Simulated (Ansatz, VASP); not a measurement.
One calculation of NaHgF3, two programs

```
CELL_PARAMETERS angstrom
4.10078 0.00000 0.00000
0.00000 4.10078 0.00000
0.00000 0.00000 4.10078
ATOMIC_POSITIONS crystal
Na 0.00000 0.00000 0.00000
Hg 0.50000 0.50000 0.50000
F 0.00000 0.50000 0.50000
F 0.50000 0.00000 0.50000
F 0.50000 0.50000 0.00000
```

The cell comes from a database or a generator and needn't be the stable form of this composition.

Alike in both runs: task relaxation of cell and atoms; functional PBE; k mesh 6 × 6 × 6; occupations gaussian, width 0.1 eV; no spin polarisation.

|  | VASP | Ansatz |
| --- | --- | --- |
| version | VASP 6.6.1 | Ansatz 0.2.0 |
| potentials or method | VASP PAW PBE potentials, release 64 (Na_pv, Hg, F) | scalar-relativistic, plane waves, PAW |
| plane-wave cutoff (eV) | 600 | 420 |
| valence electrons in the cell | 40 | 50 |

```tsv
	VASP	Ansatz	Ansatz less VASP
gap on the k mesh at the Fermi level, each at its own relaxed structure (eV)	0.37	0.40	+0.033
relaxed volume (Å³/atom)	18.96	19.04	+0.082
relaxed cell length with the largest relative difference (Å)	4.560	4.566	+0.0066
energy change over the relaxation (meV/atom)	-447	-422	+25.3
```

The two sets of potentials don't hold the same shells in valence.

Caveats: the volume moved by over 15 % at a fixed basis, so the end points are rough (VASP); spin-orbit coupling is left out, which moves the levels of the heavy elements.
